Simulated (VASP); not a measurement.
A convergence study with VASP on CaO (rock salt): one setting is varied, all else stays as given below, so the limit is that of these other settings.

```xyz
2
Lattice="0.0000 2.4050 2.4050 2.4050 0.0000 2.4050 2.4050 2.4050 0.0000" Properties=species:S:1:pos:R:3 pbc="T T T"
Ca     0.0000     0.0000     0.0000
O      2.4050     2.4050     2.4050
```

Level of theory: PBEsol GGA, VASP's PBE PAW potentials (set 64) (plane waves; VASP). The tightest run used: 700 eV cut-off, 19×19×19 Γ-centred mesh, tetrahedra with Blöchl corrections, potentials Ca_sv O.

Gaps are read on the run's mesh, which can miss a band edge.

Task: The settings run are 3×3×3 mesh; 4×4×4 mesh; 5×5×5 mesh; 6×6×6 mesh; 7×7×7 mesh; 8×8×8 mesh; 9×9×9 mesh; 10×10×10 mesh; 11×11×11 mesh; 12×12×12 mesh; 13×13×13 mesh; 14×14×14 mesh; 15×15×15 mesh; 16×16×16 mesh; 17×17×17 mesh; 18×18×18 mesh; 19×19×19 mesh. From which on does the energy per atom stay within 0.001 eV/atom of the tightest run?

Result: From 5×5×5 mesh on: it is off by 0.0004 there and by no more than 0.001 in any finer run, while 4×4×4 mesh is off by 0.0023.
| setting | E (eV/atom) | pressure (GPa) | gap on the mesh (eV) | irreducible k-points | difference judged (eV/atom) |
|---|---|---|---|---|---|
| 3×3×3 mesh | -6.6895 | -2.19 | 4.002 | 4 | 0.0163 |
| 4×4×4 mesh | -6.7036 | -2.39 | 3.531 | 8 | 0.0023 |
| 5×5×5 mesh | -6.7055 | -2.43 | 3.722 | 10 | 0.0004 |
| 6×6×6 mesh | -6.7058 | -2.44 | 3.538 | 16 | 0.0001 |
| 7×7×7 mesh | -6.7058 | -2.44 | 3.633 | 20 | 0.0000 |
| 8×8×8 mesh | -6.7058 | -2.44 | 3.538 | 29 | 0.0000 |
| 9×9×9 mesh | -6.7058 | -2.44 | 3.596 | 35 | 0.0000 |
| 10×10×10 mesh | -6.7059 | -2.44 | 3.538 | 47 | 0.0000 |
| 11×11×11 mesh | -6.7059 | -2.44 | 3.577 | 56 | 0.0000 |
| 12×12×12 mesh | -6.7059 | -2.44 | 3.538 | 72 | 0.0000 |
| 13×13×13 mesh | -6.7059 | -2.44 | 3.566 | 84 | 0.0000 |
| 14×14×14 mesh | -6.7059 | -2.44 | 3.538 | 104 | 0.0000 |
| 15×15×15 mesh | -6.7059 | -2.44 | 3.559 | 120 | 0.0000 |
| 16×16×16 mesh | -6.7059 | -2.44 | 3.538 | 145 | 0.0000 |
| 17×17×17 mesh | -6.7059 | -2.44 | 3.555 | 165 | 0.0000 |
| 18×18×18 mesh | -6.7059 | -2.44 | 3.538 | 195 | 0.0000 |
| 19×19×19 mesh | -6.7059 | -2.44 | 3.551 | 220 | 0.0000 |

Left out are rungs that failed or repeat a setting and relaxations that didn't move; long series are thinned to 24 rows.

The compound is CaO in the rock salt structure. The cell was not relaxed at this level.
